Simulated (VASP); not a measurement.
The input files of a VASP run:

**POSCAR**
```
WC
1
    1.4581040455    -2.5255103650     0.0000000000
    1.4581040455     2.5255103650     0.0000000000
    0.0000000000     0.0000000000     2.8439427996
W C
1 1
Direct
  0.0000000000   0.0000000000   0.0000000000
  0.3333330000   0.6666670000   0.5000000000
```

**INCAR**
```
# general
SYSTEM    =  WC
PREC      =  Accurate
ENCUT     =  520
LREAL     =  .FALSE.
LASPH     =  .TRUE.

# electronic loop
EDIFF     =  1E-7
NELM      =  100
ALGO      =  Normal
LMAXMIX   =  6

# smearing
ISMEAR    =  1
SIGMA     =  0.1

# functional
GGA       =  MK
LUSE_VDW  =  .TRUE.
AGGAC     =  0.0
PARAM1    =  0.1234568
PARAM2    =  0.7114
ZAB_VDW   =  -1.8867

# ions
IBRION    =  2
NSW       =  30
ISIF      =  4
EDIFFG    =  -0.01

# output
LWAVE     =  .FALSE.
LCHARG    =  .FALSE.
```

### KPOINTS
```
K-points
0
Gamma
  14 14 13
0 0 0
```

POTCAR, in this order: W_sv C (PBE.64 set). Program: vasp_std.

Problem. Translate this rev-vdW-DF2 calculation to Quantum ESPRESSO's pw.x.

Solution. One equivalent input (not run):
```
&CONTROL
  calculation = 'vc-relax'
  pseudo_dir = './pseudo'
  outdir = './out'
  tprnfor = .true.
  tstress = .true.
  nstep = 30
  forc_conv_thr = 0.00039
/
&SYSTEM
  ibrav = 0
  nat = 2
  ntyp = 2
  ecutwfc = 82
  occupations = 'smearing'
  smearing = 'methfessel-paxton'
  degauss = 0.00735
  input_dft = 'vdw-df2-b86r'
/
&ELECTRONS
  conv_thr = 7.3e-09
  electron_maxstep = 100
/
&IONS
/
&CELL
  cell_dofree = 'shape'
/
ATOMIC_SPECIES
  W 183.840 W.upf
  C 12.011 C.upf
CELL_PARAMETERS angstrom
     1.4581040   -2.5255104    0.0000000
     1.4581040    2.5255104    0.0000000
     0.0000000    0.0000000    2.8439428
ATOMIC_POSITIONS crystal
  W    0.0000000  0.0000000  0.0000000
  C    0.3333330  0.6666670  0.5000000
K_POINTS automatic
  14 14 13 0 0 0
```
What does not carry over: the potentials are each code's own (VASP's PAW set, PseudoDojo norm-conserving files in pw.x), so ENCUT and ecutwfc are chosen apart and not converted; conv_thr bounds pw.x's estimated SCF error, while EDIFF bounds the energy change between steps; forc_conv_thr acts on force components and is met together with etot_conv_thr.

The compound is WC in the wc structure. This run relaxes it. Symmetry was kept, so distortions that lower it aren't found.
